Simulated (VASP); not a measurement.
A VASP calculation is set up with these files.

File KPOINTS:
```
K-points
0
G
6 6 6
0 0 0
```

### POSCAR
```
CeO2
1.0
  0.0000000000   2.7591000000   2.7591000000
  2.7591000000   0.0000000000   2.7591000000
  2.7591000000   2.7591000000   0.0000000000
Ce O
1 2
Cartesian
  0.0000000000   0.0000000000   0.0000000000
  1.3795500000   1.3795500000   1.3795500000
  4.1386500000   4.1386500000   4.1386500000
```

**INCAR**
```
# general
SYSTEM  = CeO2
PREC    = Accurate
ENCUT   = 520   # plane-wave cut-off (eV)
LREAL   = .FALSE.   # projection in real space or not
LASPH   = .TRUE.

# electronic loop
EDIFF   = 1E-6   # SCF stop (eV)
NELM    = 100   # most electronic steps
ALGO    = Normal
LMAXMIX = 6

# smearing
ISMEAR  = -5   # tetrahedra, Bloechl

# functional
GGA     = PE

# ions
ISIF    = 2

# output
LWAVE   = .FALSE.
LCHARG  = .FALSE.
```

POTCAR, in this order: Ce O (PBE.64 set). Program: vasp_std.

Task: Translate this PBE calculation to Ansatz.

Result: One equivalent input (not run):
Ansatz 0.2 input:
```yaml
crystal:
  lattice:
    - [0.0000000, 2.7591000, 2.7591000]
    - [2.7591000, 0.0000000, 2.7591000]
    - [2.7591000, 2.7591000, 0.0000000]
  atoms:
    - { symbol: Ce, position: [0.0000000, 0.0000000, 0.0000000] }
    - { symbol: O, position: [0.2500000, 0.2500000, 0.2500000] }
    - { symbol: O, position: [0.7500000, 0.7500000, 0.7500000] }
kpoints:
  mp_grid: { grid: [6, 6, 6] }
hamiltonian:
  xc: pbe
  pseudopotentials: { kind: paw }
scf:
  occupations: { method: tetrahedron }
  max_iter: 100
output: { forces: true, stress: true, eigenvalues: true }
```
The two are equivalent in intent, not identical: each code has its own PAW files, so the cut-off isn't converted (ENCUT is set for VASP's; basis.ecutwfc is left out, and Ansatz then takes the one that its files recommend); Ansatz stops its SCF on the density residual and VASP on the energy change (EDIFF).

The compound is CeO2 in the fluorite structure. The cell was not relaxed at this level. The run is one of a series of settings (ISMEAR = -5, SIGMA removed against the base run), some of them coarse on purpose.
